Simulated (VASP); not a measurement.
# Cl2GaH in VASP: further runs, part 2 of 2

VASP 6.6.1.

**3. Relaxation of the atoms, PBE (atoms moved at random, drawn with an rms of 0.02 Å)**

File INCAR:

```
SYSTEM = GaHCl2
PREC = Accurate
ENCUT = 520
EDIFF = 1E-6
ISMEAR = 0
SIGMA = 0.01
LREAL = .FALSE.
LASPH = .TRUE.
NELM = 100
ALGO = Fast
ISIF = 2
LWAVE = .FALSE.
LCHARG = .FALSE.
GGA = PE
IBRION = 2
NSW = 60
EDIFFG = -0.02
```

File KPOINTS:

```
regular mesh
0
G
  1 1 1
  0 0 0
```

File POSCAR:

```
GaHCl2
1.0
   12.0000000000      0.0000000000      0.0000000000
    0.0000000000     13.0000000000      0.0000000000
    0.0000000000      0.0000000000     11.0000000000
Cl Ga H
2 1 1
Direct
    0.3786340000      0.4963730000      0.4403400000
    0.6251750000      0.3842740000      0.5668400000
    0.5487770000      0.5158700000      0.4892690000
    0.6109620000      0.6178520000      0.4709030000
```

Potentials or basis: VASP PAW PBE potentials, release 64 (Cl, Ga_d, H).

Run with:

```console
cat potpaw_PBE.64/Cl/POTCAR potpaw_PBE.64/Ga_d/POTCAR potpaw_PBE.64/H/POTCAR > POTCAR
mpirun -np 1 vasp_gam > vasp.out
```

OUTCAR:

```text
SYSTEM = GaHCl2
   PREC = Accurate
   ENCUT = 520
   EDIFF = 1E-6
   ISMEAR = 0
   LREAL = .FALSE.
   LASPH = .TRUE.
   NELM = 100
   ISIF = 2
   GGA = PE
   IBRION = 2
   NSW = 60
   EDIFFG = -0.02

 ion  position               nearest neighbor table
   1  0.379  0.496  0.440-   3 2.13
   2  0.625  0.384  0.567-   3 2.12
   3  0.549  0.516  0.489-   4 1.53   2 2.12   1 2.13
   4  0.611  0.618  0.471-   3 1.53

  LATTYP: Found a simple orthorhombic cell.
 ALAT       =    11.0000000000
 B/A-ratio  =     1.0909090909
 C/A-ratio  =     1.1818181818

  Lattice vectors:

 A1 = (   0.0000000000,   0.0000000000,  11.0000000000)
 A2 = (  12.0000000000,   0.0000000000,   0.0000000000)
 A3 = (   0.0000000000,  13.0000000000,   0.0000000000)

Analysis of symmetry for initial positions (statically):
=====================================================================
 Subroutine PRICEL returns:
 Original cell was already a primitive cell.

 Routine SETGRP: Setting up the symmetry group for a
 simple orthorhombic supercell.

 Subroutine GETGRP returns: Found  1 space group operations
 (whereof  1 operations were pure point group operations)
 out of a pool of  8 trial point group operations.

The static configuration has the point symmetry C_1 .

Analysis of symmetry for dynamics (positions and initial velocities):
=====================================================================
 Subroutine PRICEL returns:
 Original cell was already a primitive cell.

 Routine SETGRP: Setting up the symmetry group for a
 simple orthorhombic supercell.

 Subroutine GETGRP returns: Found  1 space group operations
 (whereof  1 operations were pure point group operations)
 out of a pool of  8 trial point group operations.

The dynamic configuration has the point symmetry C_1 .

 Subroutine INISYM returns: Found  1 space group operations
[... 86 lines left out ...]
   TEBEG  =    0.0;   TEEND  =   0.0 temperature during run
   PSTRESS=    0.0 pullay stress
   NELECT =      28.0000    total number of electrons
   NUPDOWN=      -1.0000    fix difference up-down
   EMIN   =  10.00;   EMAX   =-10.00  energy-range for DOS
   EFERMI =   0.00;   METHOD = LEGACY
   ISMEAR =     0;   SIGMA  =   0.01  broadening in eV -4-tet -1-fermi 0-gaus
   EFERMI_NEDOS =   21; number of points for ismear=-14 and -15
   IALGO  =     68    algorithm
   IMIX   =      4    mixing-type and parameters
     AMIX     =   0.40;   BMIX     =  1.00
     AMIX_MAG =   1.60;   BMIX_MAG =  1.00
  volume/ion in A,a.u.               =     429.00      2895.03
  Fermi-wavevector in a.u.,A,eV,Ry     =   0.415230  0.784670  2.345858  0.172416
  Thomas-Fermi vector in A             =   1.374036
   LORBIT       =      0    0 simple, 1 ext, 2 COOP (PROOUT), +10 PAW based schemes
   GGA     = PE    functional components
   LHFCALC =     F    Hartree Fock is set to
   AEXX    =    0.0000 exact exchange contribution
   IVDW    =     0    specifies the selected vdW correction
   LEPSILON=     F    determine dielectric tensor
   LRPA    =     F    only Hartree local field effects (RPA)
 conjugate gradient relaxation of ions
 non-spin polarized calculation
 RMM-DIIS sequential band-by-band and
 Gauss-broadening in eV      SIGMA  =   0.01
  energy-cutoff  :      520.00
  volume of cell :     1716.00
 maximum number of plane-waves:     23131
 NGX is ok and might be reduce to    90
   NGX = 45   NGY = 49   NGZ = 41

--------------------------------------- Ionic step        1  -------------------------------------------

 number of electron      27.9999997 magnetization

 Free energy of the ion-electron system (eV)
  ---------------------------------------------------
  ext. energy  EPLUGINS =         0.00000000
  ---------------------------------------------------
  free energy    TOTEN  =       -12.38849281 eV

  energy without entropy =      -12.38849281  energy(sigma->0) =      -12.38849281

------------------------ aborting loop because EDIFF is reached ----------------------------------------

  FORCE on cell =-STRESS in cart. coord.  units (eV):
  Direction    XX          YY          ZZ          XY          YZ          ZX
  --------------------------------------------------------------------------------------
  -------------------------------------------------------------------------------------
  Total        0.3823781      0.3403939      0.0756396     -0.1237034     -0.1664635      0.1702207
  in kB        0.3570149      0.3178155      0.0706224     -0.1154981     -0.1554219      0.1589299
  external PRESSURE =       0.2484843 kB  Pullay stress =       0.0000000 kB
[... 101 lines left out ...]
--------------------------------------- Ionic step        4  -------------------------------------------

 number of electron      27.9999996 magnetization

 Free energy of the ion-electron system (eV)
  ---------------------------------------------------
  ext. energy  EPLUGINS =         0.00000000
  ---------------------------------------------------
  free energy    TOTEN  =       -12.39115318 eV

  energy without entropy =      -12.39115318  energy(sigma->0) =      -12.39115318

 E-fermi :  -7.3636     XC(G=0):  -0.8386

 val. band max:       -7.4206110219   @ k =   0.0000   0.0000   0.0000
 cond. band min:      -2.2419257089   @ k =   0.0000   0.0000   0.0000
 fundamental gap:      5.1786853130
 Fermi energy:        -7.3635509748

 k-point     1 :       0.0000    0.0000    0.0000
  band No.  band energies     occupation
      1     -20.9536      2.00000
      2     -20.8785      2.00000
      3     -20.2642      2.00000
      4     -20.2310      2.00000
      5     -20.2061      2.00000
      6     -19.6525      2.00000
[... 10 lines left out ...]
     17      -0.1915      0.00000
[... 30 lines left out ...]
  FREE ENERGIE OF THE ION-ELECTRON SYSTEM (eV)
  ---------------------------------------------------
  free  energy   TOTEN  =       -12.3911531771 eV

  energy  without entropy=      -12.3911531771  energy(sigma->0) =      -12.39115318

 reached required accuracy - stopping structural energy minimisation
```

Wall time 3.7 min (1 thread of Intel Xeon Platinum 8488C (Sapphire Rapids), shared host); peak memory 1.4 GiB.

What came out:

| Quantity | Value |
| --- | --- |
| Free energy | -12.3912 eV |
| Energy gained by relaxing | 0.7 meV/atom |
| Ionic steps | 4 |
| Largest force after relaxing | 0.017 eV/Å |
| Gap between the frontier levels | 5.18 eV |

Forces on the atoms (eV/Å):
```
Cl  -0.011  0.002 -0.008
Cl   0.003  0.002 -0.002
Ga   0.010  0.004  0.013
H   -0.003 -0.008 -0.003
```

Step by step:
```
step  energy change (eV)  largest force (eV/Å)  pressure (GPa)
   1              0.0000                0.2438            0.02
   2             -0.0020                0.1666            0.00
   3             -0.0022                0.1051            0.01
   4             -0.0027                0.0166            0.00
```

Final structure:
```cif
data_structure
_symmetry_space_group_name_H-M 'P 1'
_symmetry_Int_Tables_number 1
_cell_length_a 12.0000
_cell_length_b 13.0000
_cell_length_c 11.0000
_cell_angle_alpha 90.000
_cell_angle_beta 90.000
_cell_angle_gamma 90.000
_cell_volume 1716.00
loop_
_atom_site_label
_atom_site_type_symbol
_atom_site_fract_x
_atom_site_fract_y
_atom_site_fract_z
_atom_site_occupancy
Cl1 Cl 0.37794 0.49632 0.44008 1
Cl2 Cl 0.62565 0.38355 0.56725 1
Ga1 Ga 0.54872 0.51623 0.48926 1
H1 H 0.61124 0.61827 0.47077 1
```

Levels at points of the mesh, in eV from the valence-band top:
| k point | band 10 | band 11 | band 12 | band 13 | band 14 | band 15 | band 16 | band 17 | band 18 |
| --- | --- | --- | --- | --- | --- | --- | --- | --- | --- |
| (0.00, 0.00, 0.00) | -1.56 | -0.70 | -0.23 | -0.07 | 0.00 | 5.18 | 5.59 | 7.23 | 7.45 |

**4. Atomic charges, PBE+TS**

File INCAR:

```
PREC = Accurate ; ENCUT = 520
EDIFF = 1E-7 ; ISMEAR = 0
SIGMA = 0.01 ; LREAL = F
LASPH = T ; NELM = 60
ALGO = Normal ; ISIF = 2
LWAVE = F ; LCHARG = F
GGA = PE ; IVDW = 2
LORBIT = 10
```

File KPOINTS:

```
regular mesh
0
Gamma
  1 1 1
```

File POSCAR:

```
GaHCl2
1.0
   12.0000000000      0.0000000000      0.0000000000
    0.0000000000     13.0000000000      0.0000000000
    0.0000000000      0.0000000000     11.0000000000
Cl Ga H
2 1 1
Direct
    0.3772458300      0.4980230800      0.4408545500
    0.6249208300      0.3841230800      0.5653272700
    0.5476958300      0.5167230800      0.4894000000
    0.6107791700      0.6191076900      0.4708636400
```

Run with:

```console
cat potpaw_PBE.64/Cl/POTCAR potpaw_PBE.64/Ga_d/POTCAR potpaw_PBE.64/H/POTCAR > POTCAR
mpirun -np 1 vasp_gam > vasp.out
```

It took 1.8 min on 1 thread of Intel Xeon Platinum 8488C (Sapphire Rapids), shared host; peak memory 1.3 GiB.

The run converged. Its results:

```
Free energy                                           : -12.4115 eV
Largest force                                         : 0.241 eV/Å
Gap between the frontier levels                       : 5.21 eV
Valence electrons inside the program's atomic spheres : Cl 5.12; Ga 11.70; H 0.54
Hirshfeld charges                                     : Cl -0.18; Ga +0.43; H -0.07 e
Dispersion energy per atom                            : -0.005 eV
```

Forces on the atoms (eV/Å):
```
Cl  -0.138 -0.010 -0.039
Cl   0.067 -0.112  0.057
Ga   0.120  0.207 -0.031
H   -0.049 -0.085  0.013
```

Levels at points of the mesh, in eV from the valence-band top:
| k point | band 10 | band 11 | band 12 | band 13 | band 14 | band 15 | band 16 | band 17 | band 18 |
| --- | --- | --- | --- | --- | --- | --- | --- | --- | --- |
| (0.00, 0.00, 0.00) | -1.54 | -0.70 | -0.23 | -0.05 | 0.00 | 5.21 | 5.64 | 7.23 | 7.49 |

**5. Overview**

```csv
task,level,cell,gap on the mesh (eV),largest force (eV/Å)
single point,PBE,"atoms moved at random, drawn with an rms of 0.05 Å",5.16,0.82
relaxation of the atoms,PBE,"atoms relaxed from: atoms moved at random, drawn with an rms of 0.02 Å",5.18,0.02
atomic charges,PBE+TS,as given,5.21,0.24
```

Alike in all rows: potentials or basis VASP PAW PBE potentials, release 64 (Cl, Ga_d, H); no spin polarisation; k mesh 1 × 1 × 1; cutoff (eV) 520; smearing gaussian 0.01 eV.

Absolute energies hang on the potentials; compare differences alone.
